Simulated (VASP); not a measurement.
Output of a VASP run:

File OSZICAR:
```
       N       E                     dE             d eps       ncg     rms          rms(c)
DAV:   1     0.291582388653E+03    0.29158E+03   -0.16700E+04  1412   0.122E+03
DAV:   2     0.108345490223E+01   -0.29050E+03   -0.28675E+03  1280   0.386E+02
DAV:   3    -0.227616049960E+02   -0.23845E+02   -0.23235E+02  1576   0.108E+02
DAV:   4    -0.233378534210E+02   -0.57625E+00   -0.57575E+00  1483   0.174E+01
DAV:   5    -0.233469590021E+02   -0.91056E-02   -0.91046E-02  1471   0.252E+00    0.153E+01
DAV:   6    -0.237097765690E+02   -0.36282E+00   -0.15897E+01  1196   0.490E+01    0.152E+01
DAV:   7    -0.249332437793E+02   -0.12235E+01   -0.48745E+00  1471   0.153E+01    0.944E+00
DAV:   8    -0.249424092132E+02   -0.91654E-02   -0.52597E-01  1469   0.632E+00    0.482E+00
DAV:   9    -0.250422956821E+02   -0.99886E-01   -0.93352E-02  1430   0.373E+00    0.761E-01
DAV:  10    -0.250642908776E+02   -0.21995E-01   -0.15898E-02  1546   0.218E+00    0.399E-01
DAV:  11    -0.250648562920E+02   -0.56541E-03   -0.30761E-03  1413   0.386E-01    0.245E-01
DAV:  12    -0.250649903790E+02   -0.13409E-03   -0.19061E-04  1560   0.103E-01    0.112E-01
DAV:  13    -0.250650090907E+02   -0.18712E-04   -0.52701E-05  1538   0.730E-02    0.274E-02
DAV:  14    -0.250650156350E+02   -0.65443E-05   -0.16240E-05  1626   0.311E-02    0.126E-02
DAV:  15    -0.250650166754E+02   -0.10404E-05   -0.48898E-06  1393   0.156E-02    0.583E-03
DAV:  16    -0.250650167944E+02   -0.11895E-06   -0.44625E-07  1102   0.713E-03
   1 F= -.25065017E+02 E0= -.25065017E+02  d E =-.901047E-14  mag=     0.0000
```

OUTCAR:
```
------------------------ aborting loop because EDIFF is reached ----------------------------------------
  FORCE on cell =-STRESS in cart. coord.  units (eV):
  Direction    XX          YY          ZZ          XY          YZ          ZX
  --------------------------------------------------------------------------------------
  Total        1.7509613      1.7509613      1.7509613     -0.1293167     -0.1293167     -0.1293167
  in kB       39.4462414     39.4462414     39.4462414     -2.9132891     -2.9132891     -2.9132891
  external PRESSURE =      39.4462414 kB  Pullay stress =       0.0000000 kB
  volume of cell :       71.12
      direct lattice vectors                 reciprocal lattice vectors
     5.220000000  2.610000000  2.610000000     0.287356322 -0.095785441 -0.095785441
     2.610000000  5.220000000  2.610000000    -0.095785441  0.287356322 -0.095785441
     2.610000000  2.610000000  5.220000000    -0.095785441 -0.095785441  0.287356322
 POSITION                                       TOTAL-FORCE (eV/Angst)
 -----------------------------------------------------------------------------------
      0.00000      0.00000      0.00000        -0.000000     -0.000000      0.000000
      5.22000      5.22000      5.22000         0.000000      0.000000     -0.000000
      2.61000      2.61000      2.61000         0.000000     -0.000000     -0.000000
      7.83000      7.83000      7.83000        -0.000000     -0.000000     -0.000000
 -----------------------------------------------------------------------------------
    total drift:                                0.000000     -0.000000      0.000000
  FREE ENERGIE OF THE ION-ELECTRON SYSTEM (eV)
  ---------------------------------------------------
  free  energy   TOTEN  =       -25.0650167944 eV

  energy  without entropy=      -25.0650167944  energy(sigma->0) =      -25.06501679

 total charge

# of ion       s       p       d       tot
------------------------------------------
    1        0.214   6.167   4.894  11.275
    2        0.214   6.167   4.894  11.275
    3        1.318   2.480   0.000   3.799
    4        1.318   2.480   0.000   3.799
--------------------------------------------------
tot          3.063  17.295   9.787  30.146

 magnetization (x)

# of ion       s       p       d       tot
------------------------------------------
    1        0.028   0.023   4.547   4.598
    2       -0.028  -0.023  -4.547  -4.598
    3        0.000   0.000   0.000   0.000
    4        0.000   0.000   0.000   0.000
--------------------------------------------------
tot          0.000   0.000   0.000   0.000
```
(Selected blocks of OUTCAR.)

POSCAR:
```
MnS
1
    5.2200000000     2.6100000000     2.6100000000
    2.6100000000     5.2200000000     2.6100000000
    2.6100000000     2.6100000000     5.2200000000
Mn S
2 2
Direct
  0.0000000000   0.0000000000   0.0000000000
  0.5000000000   0.5000000000   0.5000000000
  0.2500000000   0.2500000000   0.2500000000
  0.7500000000   0.7500000000   0.7500000000
```

### Question
Write an INCAR and KPOINTS that could have produced this output.

### Answer
Several could match; the one computed here: the input of the run itself, PBE GGA + U (Dudarev), plane waves, VASP's PBE PAW potentials (set 64).

**INCAR**
```
! general
SYSTEM   = MnS
PREC     = Accurate
ENCUT    = 300
LREAL    = .False.
LASPH    = .True.

! electronic loop
EDIFF    = 1E-6
NELM     = 100
ALGO     = Normal
LMAXMIX  = 4

! smearing
ISMEAR   = -1
SIGMA    = 0.02

! functional
GGA      = PE

! spin
ISPIN    = 2
MAGMOM   = 5.0 -5.0 2*0.0

! DFT+U
LDAU     = .True.
LDAUTYPE = 2
LDAUL    = 2 -1
LDAUU    = 6.0 0
LDAUJ    = 0 0

! ions
ISIF     = 2

! output
LWAVE    = .False.
LCHARG   = .False.
LORBIT   = 11
```

**KPOINTS**
```
kpoints
0
Gamma
 4 4 4
0 0 0
```

POTCAR, in this order: Mn_pv S (PBE.64 set). Program: vasp_std.

At this cut-off the stress carries a Pulay error, which pulls relaxed volumes low.

The structure is a typed MnS crystal (Fm-3m). The cell was not relaxed at this level. The k-mesh is coarse (spacing up to 0.50 per Å, 2π included), so the numbers may not be converged in it. The run is one of a series of settings (LDAU = .TRUE., LDAUJ = 0 0, LDAUL = 2 -1, LDAUTYPE = 2, LDAUU = 6.0 0 against the base run), some of them coarse on purpose.
